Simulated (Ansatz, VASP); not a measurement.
Si2BO3: VASP beside Ansatz

```
Si B O
1.0
     4.14571    0.00000    0.00000
     0.00000    4.14571    0.00000
     0.00000    0.00000    4.44958
Si B O
2 1 3
Direct
  0.50000 0.00000 0.50394
  0.00000 0.50000 0.50394
  0.50000 0.50000 0.93051
  0.00000 0.00000 0.69095
  0.50000 0.00000 0.86342
  0.00000 0.50000 0.86342
```

Alike in both runs: task single point; functional PBE; k mesh 4 × 4 × 4; occupations gaussian, width 0.1 eV; collinear spin.

|  | VASP | Ansatz |
| --- | --- | --- |
| version | VASP 6.6.1 | Ansatz 0.2.0 |
| potentials or method | VASP PAW PBE potentials, release 64 (Si, B, O) | scalar-relativistic, plane waves, PAW |
| plane-wave cutoff (eV) | 520 | 420 |
| valence electrons in the cell | 29 | 29 |

|  | VASP | Ansatz | Ansatz less VASP |
| --- | --- | --- | --- |
| gap on the k mesh at the Fermi level (eV) | none | none | - |
| pressure (GPa) | 0.3 | 1.0 | +0.69 |
| largest component of the traceless stress (GPa) | 12.19 | 12.02 | -0.172 |
| rms of the force components (eV/Å) | 1.729 | 1.591 | -0.1385 |
| net moment per atom (μB) | 0.00 | 0.15 | +0.150 |
| size of the moment on the site where the two differ most (μB) | 0.00 | 0.48 | +0.479 |

The net moments differ so much that the two runs ended in different magnetic states, which moves the other rows too. Site moments also hang on the region over which each program counts them. Atom by atom the forces differ by 0.147 eV/Å (rms over components). A gap of «none» marks a metal or a gap that the smearing closes.

Caveats: the k mesh is coarse (spacing up to 0.38 Å⁻¹), so the values aren't converged; forces of over 1 eV/Å show positions far from the minimum, so gaps and moduli don't describe the material at rest.
